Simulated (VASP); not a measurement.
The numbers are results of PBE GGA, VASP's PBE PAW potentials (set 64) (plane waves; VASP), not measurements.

A VASP calculation is set up with these files.

### INCAR
```
EDIFF  =  1E-6
SYSTEM  =  Te
ENCUT  =  300
LREAL  =  .FALSE.
LMAXMIX  =  4
GGA  =  PE   # PBE
SIGMA  =  0.1   # width (eV)
LASPH  =  .TRUE.   # aspherical one-centre terms
ISIF  =  2
ALGO  =  Normal   # blocked Davidson
LWAVE  =  .FALSE.
ISMEAR  =  -1   # Fermi-Dirac
NELM  =  100
PREC  =  Accurate
LCHARG  =  .FALSE.
```

**KPOINTS**
```
Automatic mesh
0
Gamma
9 9 5
0 0 0
```

**POSCAR**
```
Te
1.0
  3.3932450000   0.0000000000   0.0000000000
 -1.6966220000   2.9386370000   0.0000000000
  0.0000000000   0.0000000000   5.5092520000
Te
2
Direct
  0.3333330000   0.6666670000   0.2500000000
  0.6666670000   0.3333330000   0.7500000000
```

POTCAR, in this order: Te (PBE.64 set). Program: vasp_std.

The resulting files:

OSZICAR:
```
       N       E                     dE             d eps       ncg     rms          rms(c)
DAV:   1     0.355293451119E+02    0.35529E+02   -0.35143E+03   720   0.631E+02
DAV:   2    -0.382130539963E+01   -0.39351E+02   -0.38132E+02  1100   0.114E+02
DAV:   3    -0.547702685818E+01   -0.16557E+01   -0.16300E+01   846   0.270E+01
DAV:   4    -0.549537359358E+01   -0.18347E-01   -0.18337E-01   814   0.337E+00
DAV:   5    -0.549561539114E+01   -0.24180E-03   -0.24179E-03   798   0.415E-01    0.992E+00
DAV:   6    -0.549206291279E+01    0.35525E-02   -0.51924E-03   804   0.481E-01    0.611E+00
DAV:   7    -0.549135824100E+01    0.70467E-03   -0.11273E-02   762   0.710E-01    0.253E-01
DAV:   8    -0.549131249975E+01    0.45741E-04   -0.32274E-04   792   0.135E-01    0.628E-02
DAV:   9    -0.549131033786E+01    0.21619E-05   -0.81135E-06   804   0.233E-02    0.259E-02
DAV:  10    -0.549130827270E+01    0.20652E-05   -0.13339E-06   500   0.785E-03    0.235E-02
DAV:  11    -0.549130756618E+01    0.70652E-06   -0.16185E-07   398   0.382E-03
   1 F= -.54913076E+01 E0= -.54647045E+01  d E =-.532062E-01
```

### OUTCAR
```
------------------------ aborting loop because EDIFF is reached ----------------------------------------
  FORCE on cell =-STRESS in cart. coord.  units (eV):
  Direction    XX          YY          ZZ          XY          YZ          ZX
  --------------------------------------------------------------------------------------
  Total        1.2095927      1.2095933     -0.3990575      0.0000002     -0.0000000      0.0000000
  in kB       35.2773503     35.2773654    -11.6383741      0.0000060     -0.0000000      0.0000000
  external PRESSURE =      19.6387806 kB  Pullay stress =       0.0000000 kB
  volume of cell :       54.94
      direct lattice vectors                 reciprocal lattice vectors
     3.393245000  0.000000000  0.000000000     0.294703153  0.170146858  0.000000000
    -1.696622000  2.938637000  0.000000000     0.000000000  0.340293816  0.000000000
     0.000000000  0.000000000  5.509252000     0.000000000  0.000000000  0.181512844
 POSITION                                       TOTAL-FORCE (eV/Angst)
 -----------------------------------------------------------------------------------
     -0.00000      1.95909      1.37731         0.000000      0.000000      0.000000
      1.69662      0.97954      4.13194        -0.000000     -0.000000      0.000000
 -----------------------------------------------------------------------------------
    total drift:                               -0.000191      0.000096      0.000011
  FREE ENERGIE OF THE ION-ELECTRON SYSTEM (eV)
  ---------------------------------------------------
  free  energy   TOTEN  =        -5.4913075662 eV

  energy  without entropy=       -5.4381013786  energy(sigma->0) =       -5.46470447
```
(Selected blocks of OUTCAR.)

The structure was generated: Te was put into an ordered model structure, which need not be its known phase. The cell was not relaxed at this level.
